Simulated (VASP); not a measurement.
Level of theory: revPBE GGA, VASP's PBE PAW potentials (set 64) (plane waves; VASP 6.6.1).

VASP input:

File KPOINTS:
```
Automatic mesh
0
Gamma
6 6 6
0 0 0
```

File POSCAR:
```
KCl
1
    0.0000000000     3.1622920000     3.1622920000
    3.1622920000     0.0000000000     3.1622920000
    3.1622920000     3.1622920000     0.0000000000
K Cl
1 1
Direct
  0.0000000000   0.0000000000   0.0000000000
  0.5000000000   0.5000000000   0.5000000000
```

**INCAR**
```
SYSTEM=KCl
ENCUT=300
ALGO=Normal
LREAL=.FALSE.   ! projection in real space or not
GGA=RE   ! revPBE
ISIF=2   ! forces and stress, cell fixed
NELM=100   ! most electronic steps
EDIFF=1E-6   ! SCF stop (eV)
ISMEAR=0   ! Gaussian
LASPH=.TRUE.   ! aspherical one-centre terms
LWAVE=.FALSE.
PREC=Accurate
LCHARG=.FALSE.
SIGMA=0.01
```

POTCAR, in this order: K_sv Cl (PBE.64 set). Program: vasp_std.

Output of the run:

### OUTCAR
```
 ion  position               nearest neighbor table
   1  0.000  0.000  0.000-   2 3.16   2 3.16   2 3.16   2 3.16   2 3.16   2 3.16
   2  0.500  0.500  0.500-   1 3.16   1 3.16   1 3.16   1 3.16   1 3.16   1 3.16
  LATTYP: Found a face centered cubic cell.
 ALAT       =     6.3245840000
 Subroutine PRICEL returns:
 Original cell was already a primitive cell.
 Subroutine GETGRP returns: Found 48 space group operations
The static configuration has the point symmetry O_h .
The dynamic configuration has the point symmetry O_h .
 Subroutine INISYM returns: Found 48 space group operations
 Subroutine IBZKPT returns following result:
 Found     16 irreducible k-points:

 Following reciprocal coordinates:
            Coordinates               Weight
  0.000000  0.000000  0.000000      1.000000
  0.166667  0.000000  0.000000      8.000000
  0.333333  0.000000  0.000000      8.000000
  0.500000  0.000000  0.000000      4.000000
  0.166667  0.166667  0.000000      6.000000
  0.333333  0.166667  0.000000     24.000000
  0.500000  0.166667  0.000000     24.000000
 -0.333333  0.166667  0.000000     24.000000
 -0.166667  0.166667  0.000000     12.000000
  0.333333  0.333333  0.000000      6.000000
  0.500000  0.333333  0.000000     24.000000
 -0.333333  0.333333  0.000000     12.000000
  0.500000  0.500000  0.000000      3.000000
  0.500000  0.333333  0.166667     24.000000
 -0.333333  0.333333  0.166667     24.000000
 -0.333333  0.500000  0.166667     12.000000
   k-points           NKPTS =     16   k-points in BZ     NKDIM =     16   number of bands    NBANDS=     12
   number of dos      NEDOS =    301   number of ions     NIONS =      2
   total plane-waves  NPLWV =  21952
   dimension x,y,z NGX =    28 NGY =   28 NGZ =   28
   dimension x,y,z NGXF=    56 NGYF=   56 NGZF=   56
   ions per type =               1   1
   PREC   = accura    normal or accurate (medium, high low for compatibility)
   ISTART =      0    job   : 0-new  1-cont  2-samecut
   ICHARG =      2    charge: 1-file 2-atom 10-const
   ISPIN  =      1    spin polarized calculation?
   LNONCOLLINEAR =      F non collinear calculations
   LSORBIT =      F    spin-orbit coupling
   INIWAV =      1    electr: 0-lowe 1-rand  2-diag
   ENCUT  =  300.0 eV  22.05 Ry    4.70 a.u.   6.32  6.32  6.32*2*pi/ulx,y,z
   NELM   =    100;   NELMIN=  2; NELMDL= -5     # of ELM steps
   EDIFF  = 0.1E-05   stopping-criterion for ELM
   LREAL  =      F    real-space projection
   NLSPLINE    = F    spline interpolate recip. space projectors
   LMAXMIX     =    2 max onsite mixed and CHGCAR
   VOSKOWN=      0    Vosko Wilk Nusair interpolation
   EDIFFG = 0.1E-04   stopping-criterion for IOM
   NSW    =      0    number of steps for IOM
   NBLOCK =      1;   KBLOCK =      1    inner block; outer block
   IBRION =     -1    ionic relax: 0-MD 1-quasi-New 2-CG
   NFREE  =      0    steps in history (QN), initial steepest desc. (CG)
   ISIF   =      2    stress and relaxation
   ISYM   =      2    0-nonsym 1-usesym 2-fastsym
   TEIN   =    0.0    initial temperature
   TEBEG  =    0.0;   TEEND  =   0.0 temperature during run
   SMASS  =  -3.00    Nose mass-parameter (am)
   PSTRESS=    0.0 pullay stress
   NELECT =      16.0000    total number of electrons
   EFERMI =   0.00;   METHOD = LEGACY
   ISMEAR =     0;   SIGMA  =   0.01  broadening in eV -4-tet -1-fermi 0-gaus
   IALGO  =     38    algorithm
   LDIAG  =      T    sub-space diagonalisation (order eigenvalues)
   IMIX   =      4    mixing-type and parameters
     AMIX     =   0.40;   BMIX     =  1.00
     AMIX_MAG =   1.60;   BMIX_MAG =  1.00
     AMIN     =   0.10
   GGA     = RE    functional components
   VOSKOWN =     0    Vosko Wilk Nusair interpolation
   LHFCALC =     F    Hartree Fock is set to
...
```

### OSZICAR
```
       N       E                     dE             d eps       ncg     rms          rms(c)
DAV:   1     0.796008128123E+02    0.79601E+02   -0.53052E+03   384   0.773E+02
DAV:   2    -0.302320661289E+01   -0.82624E+02   -0.78319E+02   548   0.222E+02
DAV:   3    -0.663463931284E+01   -0.36114E+01   -0.36028E+01   492   0.446E+01
DAV:   4    -0.673941475210E+01   -0.10478E+00   -0.10470E+00   636   0.686E+00
DAV:   5    -0.674061460916E+01   -0.11999E-02   -0.11998E-02   512   0.712E-01    0.336E+00
DAV:   6    -0.644408878481E+01    0.29653E+00   -0.56891E-01   460   0.408E+00    0.279E+00
DAV:   7    -0.643903876668E+01    0.50500E-02   -0.16451E-01   484   0.242E+00    0.160E+00
DAV:   8    -0.646295567881E+01   -0.23917E-01   -0.29810E-02   464   0.141E+00    0.200E-01
DAV:   9    -0.646481408886E+01   -0.18584E-02   -0.19086E-03   488   0.298E-01    0.126E-01
DAV:  10    -0.646632588584E+01   -0.15118E-02   -0.20834E-03   408   0.331E-01    0.268E-02
DAV:  11    -0.646634617291E+01   -0.20287E-04   -0.48936E-05   536   0.452E-02    0.135E-02
DAV:  12    -0.646635828843E+01   -0.12116E-04   -0.20248E-05   428   0.322E-02    0.958E-03
DAV:  13    -0.646635797894E+01    0.30950E-06   -0.14043E-06   456   0.873E-03
   1 F= -.64663580E+01 E0= -.64663580E+01  d E =-.165318E-15
```

OUTCAR:
```
------------------------ aborting loop because EDIFF is reached ----------------------------------------
  FORCE on cell =-STRESS in cart. coord.  units (eV):
  Direction    XX          YY          ZZ          XY          YZ          ZX
  --------------------------------------------------------------------------------------
  Total        0.5903196      0.5903196      0.5903196     -0.0000000     -0.0000000      0.0000000
  in kB       14.9541540     14.9541540     14.9541540     -0.0000000     -0.0000000      0.0000000
  external PRESSURE =      14.9541540 kB  Pullay stress =       0.0000000 kB
  volume of cell :       63.25
      direct lattice vectors                 reciprocal lattice vectors
     0.000000000  3.162292000  3.162292000    -0.158113166  0.158113166  0.158113166
     3.162292000  0.000000000  3.162292000     0.158113166 -0.158113166  0.158113166
     3.162292000  3.162292000  0.000000000     0.158113166  0.158113166 -0.158113166
  FREE ENERGIE OF THE ION-ELECTRON SYSTEM (eV)
  ---------------------------------------------------
  free  energy   TOTEN  =        -6.4663579789 eV

  energy  without entropy=       -6.4663579789  energy(sigma->0) =       -6.46635798
```
(Selected blocks of OUTCAR.)

At this cut-off the stress carries a Pulay error, which pulls relaxed volumes low.

The structure comes from a computed database's KCl entry; how it stands against other phases isn't given here. The cell was not relaxed at this level. The run is one of a series of settings (KPOINTS 6×6×6 Γ-centred mesh against the base run), some of them coarse on purpose.
